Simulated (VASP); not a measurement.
Given:

```yaml
crystal:
  lattice:
    - [1.69065, -2.92828, 0.00000]
    - [1.69065, 2.92828, 0.00000]
    - [0.00000, 0.00000, 5.69894]
  atoms:
    - { symbol: Ti, position: [0.00000, 0.00000, 0.00000] }
    - { symbol: S, position: [0.33333, 0.66667, 0.25069] }
    - { symbol: S, position: [0.66667, 0.33333, 0.74931] }
```

Calculation: optB86b-vdW, VASP's PBE PAW potentials (set 64) (plane waves; VASP 6.6.1). Settings: 520 eV cut-off, 12×12×6 Γ-centred mesh, tetrahedra with Blöchl corrections, potentials Ti_sv S.

Predict the energy per atom (σ→0), band gap (on the k-mesh) with the smallest direct gap where there is one.

```json
{
  "band gap (on the k-mesh)": "none (metal, semimetal or under 0.01 eV)",
  "energy per atom (σ→0)": "-4.821 eV/atom"
}
```

Total energies compare only between runs with the same potentials, cut-off and functional.

The compound is TiS2 in the 1T layered structure. It was relaxed first.
